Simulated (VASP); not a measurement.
# InBiO4 (P4/mmm) in VASP: density of states with PBE

Aim: the density of states of InBiO4 with PBE.

Program: VASP 6.6.1. These are calculated values, not measurements. Logs are shortened: lines on timing, memory, paths and dates and some standing lists are left out, and cuts for length are marked.

### 1 The crystal as given

It takes space group P4/mmm (No. 123, tetragonal). The conventional cell has a = 3.757 Å, b = 3.757 Å, c = 5.335 Å, α = 90.00°, β = 90.00°, γ = 90.00°. Around In (site symmetry 4/mmm) lie 8 O at 2.32 Å. Bi (site symmetry 4/mmm) is surrounded by 8 O at 2.29 Å. O (site symmetry 2mm) is surrounded by 2 Bi at 2.29 Å and 2 In at 2.32 Å and 1 O at 2.63 Å.

The cell was built by a generator and needn't be a form met in nature.

### 2 Density of states, PBE

POSCAR reads:

```
InBiO4                                  
1.0
    3.7565963237      0.0000000000     -0.0000000000
    0.0000000000      3.7565963237     -0.0000000000
   -0.0000000000     -0.0000000000      5.3348149264
  In              Bi              O             
     1     1     4
Direct
     1.0000000000000000    0.0000000000000000    0.5000000000000000
     0.5000000000000000    0.5000000000000000    0.0000000000000000
     1.0000000000000000    0.5000000000000000    0.7538104308589507
     0.5000000000000000    0.0000000000000000    0.2461895691410493
     1.0000000000000000    0.5000000000000000    0.2461895691410493
     0.5000000000000000    1.0000000000000000    0.7538104308589507
```

INCAR.step1 reads:

```
ALGO     = Normal         # electronic algorithm
EDIFF    = 1E-6           # SCF threshold, eV
ENCUT    = 520            # plane-wave cutoff, eV
GGA      = PE             # functional
ISIF     = 2              # what is computed and relaxed
ISMEAR   = 0              # smearing method
KPAR     = 4            
LASPH    = True           # aspherical terms in the spheres
LCHARG   = True           # write CHGCAR
LREAL    = False          # projectors in reciprocal space
LWAVE    = False          # write WAVECAR
NELM     = 60             # most SCF steps
PREC     = Accurate       # precision mode
SIGMA    = 0.1            # smearing width, eV
```

KPOINTS.step1 reads:

```
k-points
0
Gamma
  8 8 6
```

INCAR.step2 reads:

```
ALGO     = Normal         # electronic algorithm
EDIFF    = 1E-6           # SCF threshold, eV
ENCUT    = 520            # plane-wave cutoff, eV
GGA      = PE             # functional
ICHARG   = 11             # starting density
ISIF     = 2              # what is computed and relaxed
ISMEAR   = -5             # smearing method
KPAR     = 4            
LASPH    = True           # aspherical terms in the spheres
LCHARG   = False          # write CHGCAR
LORBIT   = 11             # projections on sites
LREAL    = False          # projectors in reciprocal space
LWAVE    = False          # write WAVECAR
NEDOS    = 2001           # points of the DOS
NELM     = 60             # most SCF steps
PREC     = Accurate       # precision mode
SIGMA    = 0.1            # smearing width, eV
```

KPOINTS.step2 reads:

```
k-points
0
Gamma
  12 12 9
```

Potentials or basis: VASP PAW PBE potentials, release 64 (In_d, Bi_d, O).

Started as:

```bash
cat potpaw_PBE.64/In_d/POTCAR potpaw_PBE.64/Bi_d/POTCAR potpaw_PBE.64/O/POTCAR > POTCAR
cp INCAR.step1 INCAR
cp KPOINTS.step1 KPOINTS
mpirun -np 4 vasp_std > vasp.out
cp INCAR.step2 INCAR
cp KPOINTS.step2 KPOINTS
mpirun -np 4 vasp_std > vasp.out
```

OUTCAR:

```text
EDIFF = 1E-6
   ENCUT = 520
   GGA = PE
   ICHARG = 11
   ISIF = 2
   ISMEAR = -5
   LASPH = True
   LORBIT = 11
   LREAL = False
   NELM = 60
   PREC = Accurate

 ion  position               nearest neighbor table
   1  0.000  0.000  0.500-   3 2.32   4 2.32   5 2.32   6 2.32   3 2.32   5 2.32   4 2.32   6 2.32
                             2 3.76   2 3.76   2 3.76   2 3.76   2 3.76   2 3.76   2 3.76   2 3.76
   2  0.500  0.500  0.000-   3 2.29   4 2.29   5 2.29   6 2.29   4 2.29   6 2.29   3 2.29   5 2.29
                             1 3.76   1 3.76   1 3.76   1 3.76   1 3.76   1 3.76   1 3.76   1 3.76
   3  0.000  0.500  0.754-   2 2.29   2 2.29   1 2.32   1 2.32
   4  0.500  0.000  0.246-   2 2.29   2 2.29   1 2.32   1 2.32
   5  0.000  0.500  0.246-   2 2.29   2 2.29   1 2.32   1 2.32
   6  0.500  0.000  0.754-   2 2.29   2 2.29   1 2.32   1 2.32

  LATTYP: Found a simple tetragonal cell.
 ALAT       =     3.7565963237
 C/A-ratio  =     1.4201192960

  Lattice vectors:

 A1 = (   3.7565963237,   0.0000000000,   0.0000000000)
 A2 = (   0.0000000000,   3.7565963237,   0.0000000000)
 A3 = (   0.0000000000,   0.0000000000,   5.3348149264)

Analysis of symmetry for initial positions (statically):
=====================================================================
 Subroutine PRICEL returns:
 Original cell was already a primitive cell.

 Routine SETGRP: Setting up the symmetry group for a
 simple tetragonal supercell.

 Subroutine GETGRP returns: Found 16 space group operations
 (whereof 16 operations were pure point group operations)
 out of a pool of 16 trial point group operations.

The static configuration has the point symmetry D_4h.

Analysis of symmetry for dynamics (positions and initial velocities):
=====================================================================
 Subroutine PRICEL returns:
 Original cell was already a primitive cell.

 Routine SETGRP: Setting up the symmetry group for a
 simple tetragonal supercell.

 Subroutine GETGRP returns: Found 16 space group operations
 (whereof 16 operations were pure point group operations)
 out of a pool of 16 trial point group operations.

The dynamic configuration has the point symmetry D_4h.

 Subroutine INISYM returns: Found 16 space group operations
 (whereof 16 operations are pure point group operations),
 and found     1 'primitive' translations

----------------------------------------------------------------------------------------

                                     Primitive cell

  volume of cell :      75.2850

  direct lattice vectors                    reciprocal lattice vectors
     3.756596324  0.000000000  0.000000000     0.266198418  0.000000000  0.000000000
     0.000000000  3.756596324  0.000000000     0.000000000  0.266198418  0.000000000
     0.000000000  0.000000000  5.334814926     0.000000000  0.000000000  0.187447927

  length of vectors
     3.756596324  3.756596324  5.334814926     0.266198418  0.266198418  0.187447927

  position of ions in fractional coordinates (direct lattice)
     0.000000000  0.000000000  0.500000000
     0.500000000  0.500000000  0.000000000
     0.000000000  0.500000000  0.753810431
     0.500000000  0.000000000  0.246189569
     0.000000000  0.500000000  0.246189569
     0.500000000  0.000000000  0.753810431

  ion indices of the primitive-cell ions
   primitive index   ion index
                 1           1
                 2           2
                 3           3
                 4           4
                 5           5
                 6           6

----------------------------------------------------------------------------------------

 KPOINTS: k-points

Automatic generation of k-mesh.
 Grid dimensions read from file:
 generate k-points for:   12   12    9

 Generating k-lattice:

  Cartesian coordinates                     Fractional coordinates (reciprocal lattice)
     0.022183202  0.000000000  0.000000000     0.083333333  0.000000000  0.000000000
     0.000000000  0.022183202  0.000000000     0.000000000  0.083333333  0.000000000
     0.000000000  0.000000000  0.020827547     0.000000000  0.000000000  0.111111111

  Length of vectors
     0.022183202  0.022183202  0.020827547

  Shift w.r.t. Gamma in fractional coordinates (k-lattice)
     0.000000000  0.000000000  0.000000000

 TETIRR: Found   1950 inequivalent tetrahedra from     7776

 Subroutine IBZKPT returns following result:
 ===========================================

 Found    140 irreducible k-points:

 Following reciprocal coordinates:
            Coordinates               Weight
  0.000000  0.000000  0.000000      1.000000
  0.083333  0.000000  0.000000      4.000000
  0.166667  0.000000  0.000000      4.000000
  0.250000  0.000000  0.000000      4.000000
  0.333333  0.000000  0.000000      4.000000
  0.416667  0.000000  0.000000      4.000000
[... 16 lines left out ...]
  0.333333  0.333333  0.000000      4.000000
  0.416667  0.333333  0.000000      8.000000
 [... further k-points ...]
   k-points           NKPTS =    140   k-points in BZ     NKDIM =    140   number of bands    NBANDS=     31
   number of dos      NEDOS =   2001   number of ions     NIONS =      6
   total plane-waves  NPLWV =  31360
   dimension x,y,z NGX =    28 NGY =   28 NGZ =   40
   dimension x,y,z NGXF=    56 NGYF=   56 NGZF=   80
   ions per type =               1   1   4
   NGX,Y,Z   is equivalent  to a cutoff of  12.39, 12.39, 12.46 a.u.
   NGXF,Y,Z  is equivalent  to a cutoff of  24.78, 24.78, 24.93 a.u.
 SYSTEM =  unknown system
   PREC   = accura    normal or accurate (medium, high low for compatibility)
   ISTART =      0    job   : 0-new  1-cont  2-samecut
   ICHARG =     11    charge: 1-file 2-atom 10-const
   ISPIN  =      1    spin polarized calculation?
   LNONCOLLINEAR =      F non collinear calculations
   LSORBIT =      F    spin-orbit coupling
   LASPH  =      T    aspherical Exc in radial PAW
   ENCUT  =  520.0 eV  38.22 Ry    6.18 a.u.   6.98  6.98  9.92*2*pi/ulx,y,z
   NELM   =     60;   NELMIN=  2; NELMDL=  0     # of ELM steps
   EDIFF  = 0.1E-05   stopping-criterion for ELM
   LREAL  =      F    real-space projection
[... 7 lines left out ...]
   TEBEG  =    0.0;   TEEND  =   0.0 temperature during run
   PSTRESS=    0.0 pullay stress
   NELECT =      52.0000    total number of electrons
   NUPDOWN=      -1.0000    fix difference up-down
   EMIN   =  10.00;   EMAX   =-10.00  energy-range for DOS
   EFERMI =   0.00;   METHOD = LEGACY
   ISMEAR =    -5;   SIGMA  =   0.10  broadening in eV -4-tet -1-fermi 0-gaus
   EFERMI_NEDOS =   21; number of points for ismear=-14 and -15
   IALGO  =     38    algorithm
   IMIX   =      4    mixing-type and parameters
     AMIX     =   0.40;   BMIX     =  1.00
     AMIX_MAG =   1.60;   BMIX_MAG =  1.00
  volume/ion in A,a.u.               =      12.55        84.67
  Fermi-wavevector in a.u.,A,eV,Ry     =   1.447126  2.734672 28.492979  2.094175
  Thomas-Fermi vector in A             =   2.565117
   LORBIT       =     11    0 simple, 1 ext, 2 COOP (PROOUT), +10 PAW based schemes
   GGA     = PE    functional components
   LHFCALC =     F    Hartree Fock is set to
   AEXX    =    0.0000 exact exchange contribution
   IVDW    =     0    specifies the selected vdW correction
   LEPSILON=     F    determine dielectric tensor
   LRPA    =     F    only Hartree local field effects (RPA)
 non-spin polarized calculation
 Fermi weights with tetrahedron method with Bloechl corrections
  energy-cutoff  :      520.00
  volume of cell :       75.28
 maximum number of plane-waves:      2056
 NGX is ok and might be reduce to    28

 number of electron      51.9999993 magnetization

 Free energy of the ion-electron system (eV)
  ---------------------------------------------------
  ext. energy  EPLUGINS =         0.00000000
  ---------------------------------------------------
  free energy    TOTEN  =       -32.14278899 eV

  energy without entropy =      -32.14278899  energy(sigma->0) =      -32.14278899

 E-fermi :   6.1998     XC(G=0): -11.2441

 val. band max:        6.2348782971   @ k =   0.5000   0.5000   0.0000
 cond. band min:       6.1238548015   @ k =   0.0000   0.0000   0.4444
 fundamental gap:     -0.1110234957
 Fermi energy:         6.1998147001

 k-point     1 :       0.0000    0.0000    0.0000
  band No.  band energies     occupation
      1     -16.2570      2.00000
      2     -16.0173      2.00000
      3     -16.0173      2.00000
      4     -16.0112      2.00000
      5     -15.9392      2.00000
      6     -12.7162      2.00000
[... 23 lines left out ...]
     30      12.7110      0.00000
     31      12.7110      0.00000

 k-point     2 :       0.0833    0.0000    0.0000
  band No.  band energies     occupation
      1     -16.2477      2.00000
      2     -16.0308      2.00000
      3     -16.0170      2.00000
      4     -16.0096      2.00000
      5     -15.9408      2.00000
      6     -12.6742      2.00000
[... 23 lines left out ...]
     30      12.6501      0.00000
     31      12.7717      0.00000

 k-point     3 :       0.1667    0.0000    0.0000
  band No.  band energies     occupation
      1     -16.2228      2.00000
      2     -16.0669      2.00000
      3     -16.0163      2.00000
      4     -16.0050      2.00000
      5     -15.9449      2.00000
      6     -12.5495      2.00000
[... 703 lines left out ...]
     30      13.2917      0.00000
     31      14.6499      0.00000

 k-point    24 :       0.4167    0.3333    0.0000
  band No.  band energies     occupation
      1     -16.1908      2.00000
      2     -16.1568      2.00000
      3     -15.9979      2.00000
      4     -15.9800      2.00000
      5     -15.9722      2.00000
      6     -11.4017      2.00000
[... 23 lines left out ...]
     30      12.8303      0.00000
     31      15.0576      0.00000

 [... further k-points ...]

------------------------ aborting loop because EDIFF is reached ----------------------------------------

  FORCE on cell =-STRESS in cart. coord.  units (eV):
  Direction    XX          YY          ZZ          XY          YZ          ZX
  --------------------------------------------------------------------------------------
  -------------------------------------------------------------------------------------
  Total       -0.1688412     -0.1688412     -0.1017997      0.0000000     -0.0000000     -0.0000000
  in kB       -3.5931940     -3.5931940     -2.1664504      0.0000000     -0.0000000     -0.0000000
  external PRESSURE =      -3.1176128 kB  Pullay stress =       0.0000000 kB

 VOLUME and BASIS-vectors are now :
 -----------------------------------------------------------------------------
  energy-cutoff  :      520.00
  volume of cell :       75.28
      direct lattice vectors                 reciprocal lattice vectors
     3.756596324  0.000000000  0.000000000     0.266198418  0.000000000  0.000000000
     0.000000000  3.756596324  0.000000000     0.000000000  0.266198418  0.000000000
     0.000000000  0.000000000  5.334814926     0.000000000  0.000000000  0.187447927

 POSITION                                       TOTAL-FORCE (eV/Angst)
 -----------------------------------------------------------------------------------
      0.00000      0.00000      2.66741         0.000000      0.000000      0.000000
      1.87830      1.87830      0.00000         0.000000      0.000000      0.000000
      0.00000      1.87830      4.02144         0.000000      0.000000     -0.010256
      1.87830      0.00000      1.31338         0.000000     -0.000000      0.010256
      0.00000      1.87830      1.31338         0.000000      0.000000      0.010256
      1.87830      0.00000      4.02144        -0.000000      0.000000     -0.010256
 -----------------------------------------------------------------------------------
    total drift:                               -0.000000      0.000000      0.000000

  FREE ENERGIE OF THE ION-ELECTRON SYSTEM (eV)
  ---------------------------------------------------
  free  energy   TOTEN  =       -32.1427889908 eV

  energy  without entropy=      -32.1427889908  energy(sigma->0) =      -32.14278899

 total charge

# of ion       s       p       d       tot
------------------------------------------
    1        0.588   0.538  10.019  11.146
    2        1.360   0.980  10.127  12.467
    3        1.589   3.375   0.000   4.963
    4        1.589   3.375   0.000   4.963
    5        1.589   3.375   0.000   4.963
    6        1.589   3.375   0.000   4.963
--------------------------------------------------
tot          8.302  15.017  20.147  43.465
```

Run time: 67 s. Hardware: 4 MPI ranks of Intel Xeon Platinum 8488C (Sapphire Rapids), shared host; peak memory 0.4 GiB.

What came out:

* Valence electrons inside the program's atomic spheres: In 11.15; Bi 12.47; O 4.96

Levels at points of the mesh, in eV from the Fermi level:
```tsv
k point	band 22	band 23	band 24	band 25	band 26	band 27	band 28	band 29	band 30	band 31
(0.00, 0.00, 0.00)	-1.30	-1.21	-1.21	-0.22	-0.16	-0.16	3.41	4.94	6.51	6.51
(0.50, 0.00, 0.00)	-2.28	-1.68	-1.15	-0.46	-0.43	1.26	4.90	6.81	7.70	7.79
(0.50, 0.50, 0.00)	-0.42	-0.19	-0.19	0.04	0.05	0.53	4.47	6.01	6.01	9.37
```

States per cell in windows of 1 eV (zero at the Fermi level; states under -8 eV left out):
```
from (eV)  total  O3_p  O4_p  O5_p  O6_p  Bi2_p  In1_s
     -8.0   0.01  0.00  0.00  0.00  0.00   0.00   0.00
     -7.0   0.00  0.00  0.00  0.00  0.00   0.00   0.00
     -6.0   1.18  0.12  0.12  0.12  0.12   0.07   0.21
     -5.0   3.66  0.42  0.42  0.42  0.42   0.33   0.21
     -4.0   3.89  0.49  0.49  0.49  0.49   0.32   0.07
     -3.0   3.45  0.51  0.51  0.51  0.51   0.07   0.02
     -2.0   4.03  0.67  0.67  0.67  0.67   0.05   0.01
     -1.0   5.80  1.07  1.07  1.07  1.07   0.02   0.00
      0.0   0.98  0.14  0.14  0.14  0.14   0.00   0.00
      1.0   1.03  0.15  0.15  0.15  0.15   0.00   0.00
      2.0   0.00  0.00  0.00  0.00  0.00   0.00   0.00
      3.0   0.18  0.01  0.01  0.01  0.01   0.01   0.06
      4.0   1.21  0.09  0.09  0.09  0.09   0.04   0.48
      5.0   1.21  0.07  0.07  0.07  0.07   0.20   0.31
      6.0   2.28  0.10  0.10  0.10  0.10   0.70   0.05
      7.0   2.56  0.15  0.15  0.15  0.15   1.05   0.00
```

Caveat: spin-orbit coupling is left out, which moves the levels of the heavy elements; tetrahedron occupations give inexact forces and stress in metals.
